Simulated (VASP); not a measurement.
```
CELL_PARAMETERS angstrom
      0.00000     2.60000     2.60000
      2.60000     0.00000     2.60000
      2.60000     2.60000     0.00000
ATOMIC_POSITIONS crystal
  Mg 0.00000 0.00000 0.00000
  S  0.50000 0.50000 0.50000
```

The numbers are results of PBE GGA, VASP's PBE PAW potentials (set 64) (plane waves; VASP), not measurements. Numerical set-up: 400 eV cut-off, 7×7×7 Γ-centred mesh, Gaussian smearing of 0.050 eV, potentials Mg S.

Problem. Give the stress tensor in GPa (positive for a compressed cell).

Solution. 
```
1.04  0.00  0.00
0.00  1.04  0.00
0.00  0.00  1.04
```
The pressure is its mean diagonal, 1.04 GPa.

The compound is MgS in the rock salt structure. The cell was not relaxed at this level.
